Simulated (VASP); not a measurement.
Energy against volume of CuAu (L1_0). Level of theory: PBEsol GGA, VASP's PBE PAW potentials (set 64) (plane waves; VASP 6.6.1). Run with 520 eV cut-off, 13×13×10 Γ-centred mesh, first-order Methfessel-Paxton smearing of 0.10 eV, potentials Cu Au.

Shape and ions are relaxed at each volume.

```csv
V (Å³/atom),E (eV/atom)
13.358,-4.14511
13.785,-4.16998
14.211,-4.17811
14.637,-4.17235
```

Task: Fit these four points and predict the energy of the run at 15.064 Å³/atom.

Result: A cubic in V^(−2/3), the third-order Birch-Murnaghan form, passes through the four points with V0 = 14.23 Å³/atom and B0 = 172 GPa, and gives -4.1550 eV/atom there. The run gave -4.1553 eV/atom, -0.3 meV/atom from the fit; all five points give B0 = 171 GPa.

The compound is CuAu in the L1_0 structure. It was relaxed first.
